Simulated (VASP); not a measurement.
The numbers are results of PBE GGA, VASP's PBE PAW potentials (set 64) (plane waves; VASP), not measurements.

VASP input:

**INCAR**
```
SYSTEM = GdN
PREC = Accurate
ENCUT = 520
EDIFF = 1E-6
NELM = 100
ALGO = Normal
LREAL = .FALSE.
LASPH = .TRUE.
ISMEAR = 0
SIGMA = 0.05
GGA = PE
LMAXMIX = 6
LWAVE = .FALSE.
LCHARG = .FALSE.
ISIF = 2
```

### POSCAR
```
GdN
1
    0.0000000000     2.4900000000     2.4900000000
    2.4900000000     0.0000000000     2.4900000000
    2.4900000000     2.4900000000     0.0000000000
Gd N
1 1
Direct
  0.0000000000   0.0000000000   0.0000000000
  0.5000000000   0.5000000000   0.5000000000
```

KPOINTS:
```
Automatic
0
G
  8 8 8
0 0 0
```

POTCAR, in this order: Gd_3 N (PBE.64 set). Program: vasp_std.

Output

File OSZICAR:
```
       N       E                     dE             d eps       ncg     rms          rms(c)
DAV:   1     0.436449096103E+02    0.43645E+02   -0.70373E+03   638   0.118E+03
DAV:   2    -0.153031078228E+02   -0.58948E+02   -0.55705E+02   829   0.236E+02
DAV:   3    -0.184477268126E+02   -0.31446E+01   -0.30083E+01   856   0.427E+01
DAV:   4    -0.184859081180E+02   -0.38181E-01   -0.38132E-01   759   0.429E+00
DAV:   5    -0.184866435742E+02   -0.73546E-03   -0.73513E-03   867   0.482E-01    0.268E+01
DAV:   6    -0.163616877065E+02    0.21250E+01   -0.19173E+01   734   0.265E+01    0.247E+01
DAV:   7    -0.161648700180E+02    0.19682E+00   -0.14734E+00   733   0.797E+00    0.170E+01
DAV:   8    -0.161659883673E+02   -0.11183E-02   -0.11568E-01   704   0.368E+00    0.586E+00
DAV:   9    -0.161622032784E+02    0.37851E-02   -0.92539E-03   802   0.901E-01    0.498E-01
DAV:  10    -0.161624239955E+02   -0.22072E-03   -0.41653E-04   835   0.203E-01    0.284E-01
DAV:  11    -0.161624216857E+02    0.23097E-05   -0.30158E-05   781   0.578E-02    0.172E-02
DAV:  12    -0.161624220846E+02   -0.39883E-06   -0.34254E-06   798   0.200E-02
   1 F= -.16162422E+02 E0= -.16162262E+02  d E =-.320696E-03
```

**OUTCAR**
```
------------------------ aborting loop because EDIFF is reached ----------------------------------------
  FORCE on cell =-STRESS in cart. coord.  units (eV):
  Direction    XX          YY          ZZ          XY          YZ          ZX
  --------------------------------------------------------------------------------------
  Total        0.0194721      0.0194721      0.0194721      0.0000000      0.0000000      0.0000000
  in kB        1.0104033      1.0104033      1.0104033      0.0000000      0.0000000      0.0000000
  external PRESSURE =       1.0104033 kB  Pullay stress =       0.0000000 kB
  volume of cell :       30.88
      direct lattice vectors                 reciprocal lattice vectors
     0.000000000  2.490000000  2.490000000    -0.200803213  0.200803213  0.200803213
     2.490000000  0.000000000  2.490000000     0.200803213 -0.200803213  0.200803213
     2.490000000  2.490000000  0.000000000     0.200803213  0.200803213 -0.200803213
 POSITION                                       TOTAL-FORCE (eV/Angst)
 -----------------------------------------------------------------------------------
      0.00000      0.00000      0.00000        -0.000000     -0.000000     -0.000000
      2.49000      2.49000      2.49000         0.000000      0.000000      0.000000
 -----------------------------------------------------------------------------------
    total drift:                                0.000000      0.000000      0.000000
  FREE ENERGIE OF THE ION-ELECTRON SYSTEM (eV)
  ---------------------------------------------------
  free  energy   TOTEN  =       -16.1624220846 eV

  energy  without entropy=      -16.1621013889  energy(sigma->0) =      -16.16226174
```
(Selected blocks of OUTCAR.)

The 4f electrons are frozen in the core of the lanthanide potential, so 4f levels, which can set the real gap, and their magnetism are missing.

The compound is GdN in the rock salt structure. The cell was not relaxed at this level.
